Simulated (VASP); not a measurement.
Data:

```
CELL_PARAMETERS angstrom
      4.09633     0.00000     0.00000
     -2.04816     3.54752     0.00000
      0.00000     0.00000     3.04715
ATOMIC_POSITIONS crystal
  Zr 0.00000 0.00000 0.00000
  Ge 0.66667 0.33333 0.50000
```

These are r2SCAN meta-GGA, VASP's PBE PAW potentials (set 64) (plane waves; VASP) values and carry that method's errors. Run with 400 eV cut-off, 12×12×13 Γ-centred mesh, tetrahedra with Blöchl corrections, potentials Zr_sv Ge_d.

Question: Give the energies of bands 11 to 16 at the high-symmetry points, in eV from the Fermi level.

Answer: 
```
band      Γ      M      K      A      L      H
----  -----  -----  -----  -----  -----  -----
11    -2.56  -4.83  -4.27  -5.43  -4.30  -4.13
12    -2.56  -1.65  -3.26  -1.57  -2.66  -3.89
13    -1.83  -1.16  -0.13  -1.57  -2.11  -0.41
14     3.12   1.44   0.62   0.37   0.71   0.80
15     3.12   1.58   1.47   0.37   2.10   2.21
16     3.50   2.04   2.42   3.66   2.98   2.96
```

It has no gap at this level: it comes out as a metal or semimetal.

The structure was generated: ZrGe was put into the WC type (P-6m2), which need not be its known phase. It was relaxed first.
